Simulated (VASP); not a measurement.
Consider the following.

```cif
data_AlNi
_chemical_formula_sum 'Al1 Ni1'
_space_group_name_H-M_alt 'Pm-3m'
_space_group_IT_number 221
_space_group_name_Hall '-P 4 2 3'
_cell_length_a 2.86177
_cell_length_b 2.86177
_cell_length_c 2.86177
_cell_angle_alpha 90.000
_cell_angle_beta 90.000
_cell_angle_gamma 90.000
loop_
_atom_site_label
_atom_site_type_symbol
_atom_site_symmetry_multiplicity
_atom_site_Wyckoff_symbol
_atom_site_fract_x
_atom_site_fract_y
_atom_site_fract_z
_atom_site_occupancy
Al1 Al 1 b 0.50000 0.50000 0.50000 1
Ni1 Ni 1 a 0.00000 0.00000 0.00000 1
```

These are r2SCAN meta-GGA, VASP's PBE PAW potentials (set 64) (plane waves; VASP) values and carry that method's errors. Numerical set-up: 480 eV cut-off, 12×12×12 Γ-centred mesh, first-order Methfessel-Paxton smearing of 0.10 eV, potentials Al Ni.

Each relaxation starts from this cell; other phases were not tried.

Problem. The cell is relaxed at 2 GPa. What happens?

Solution. The volume per atom goes from 11.72 to 11.60 Å³ (-1.1 %), and the cell becomes a = 2.852 Å, b = 2.852 Å, c = 2.852 Å, α = 90.00°, β = 90.00°, γ = 90.00°, space group Pm-3m.

Problem. The cell is relaxed at 15 GPa. What happens?

Solution. The volume per atom goes from 11.72 to 10.90 Å³ (-7.0 %), and the cell becomes a = b = c = 2.7936 Å, α = β = γ = 90.00°, space group Pm-3m.

Failed runs are left out, and for metals the shear rows, which the mesh's noise covers.

The compound is NiAl in the CsCl type structure. The run is not spin-polarised, so no magnetic state was tried. The electron count is odd and the run is not spin-polarised, which forces a metal.
